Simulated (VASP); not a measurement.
Here is the system:

```
CELL_PARAMETERS angstrom
      3.63358     0.00000     0.00000
      0.00000     3.63358     0.00000
      0.00000     0.00000     3.63358
ATOMIC_POSITIONS crystal
  V  0.00000 0.50000 0.50000
  V  0.50000 0.50000 0.00000
  V  0.50000 0.00000 0.50000
  Os 0.00000 0.00000 0.00000
```
Starting moments (μB, in the order of the record's atoms V V V Os): 2.0 2.0 2.0 0.0.

Computed with PBE GGA, VASP's PBE PAW potentials (set 64) (plane waves; VASP 6.6.1). Settings: 300 eV cut-off, 5×5×5 Γ-centred mesh, Gaussian smearing of 0.10 eV, potentials V_sv Os.

At this cut-off the stress carries a Pulay error, which pulls relaxed volumes low.

Problem. Give the stress tensor in GPa (positive for a compressed cell).

Solution. 
```
44.13   0.00   0.00
 0.00  44.13   0.00
 0.00   0.00  44.13
```
The pressure is its mean diagonal, 44.13 GPa.

The structure was generated: V3Os was put into an ordered model structure, which need not be its known phase. The cell was not relaxed at this level. The k-mesh is coarse (spacing up to 0.35 per Å, 2π included), so the numbers may not be converged in it.
